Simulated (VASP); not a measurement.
Input:

```
CELL_PARAMETERS angstrom
      4.22572     0.00000     0.00000
      0.00000     4.22572     0.00000
      0.00000     0.00000     7.37210
ATOMIC_POSITIONS crystal
  Sr 0.00000 0.50000 0.81526
  Sr 0.50000 0.00000 0.18474
  Br 0.50000 0.00000 0.64864
  Br 0.00000 0.50000 0.35136
  F  0.50000 0.50000 0.00000
  F  0.00000 0.00000 0.00000
```

Computed with r2SCAN meta-GGA, VASP's PBE PAW potentials (set 64) (plane waves; VASP 6.6.1). Run with 520 eV cut-off, 6×6×4 Γ-centred mesh, tetrahedra with Blöchl corrections, potentials Sr_sv Br F.

Task: Give the energies of bands 14 to 27 at the high-symmetry points, in eV from the valence-band maximum.

Result: 
| band | Γ | X | M | Z | R | A |
|---|---|---|---|---|---|---|
| 14 | -3.58 | -3.40 | -3.75 | -3.58 | -3.35 | -3.84 |
| 15 | -3.58 | -3.19 | -2.96 | -3.58 | -3.20 | -2.99 |
| 16 | -3.27 | -3.19 | -2.96 | -3.27 | -3.20 | -2.99 |
| 17 | -2.64 | -3.14 | -2.61 | -2.66 | -3.19 | -2.61 |
| 18 | -2.64 | -3.14 | -2.61 | -2.66 | -3.19 | -2.61 |
| 19 | -1.55 | -1.64 | -2.02 | -1.19 | -1.78 | -1.93 |
| 20 | -0.95 | -1.64 | -2.02 | -0.89 | -1.78 | -1.93 |
| 21 | -0.95 | -0.60 | -0.77 | -0.89 | -0.58 | -0.72 |
| 22 | -0.09 | -0.60 | -0.77 | -0.62 | -0.58 | -0.72 |
| 23 | 0.00 | -0.31 | -0.57 | -0.04 | -0.19 | -0.65 |
| 24 | 0.00 | -0.31 | -0.57 | -0.04 | -0.19 | -0.65 |
| 25 | 5.82 | 6.83 | 7.28 | 6.45 | 6.95 | 8.05 |
| 26 | 6.02 | 6.83 | 7.28 | 6.59 | 6.95 | 8.05 |
| 27 | 6.69 | 7.36 | 8.31 | 7.19 | 8.02 | 8.33 |

The gap is direct, 5.82 eV, from the valence maximum at Γ to the conduction minimum at Γ.

The structure comes from a computed database's SrBrF entry (P4/nmm); how it stands against other phases isn't given here. It was relaxed first.
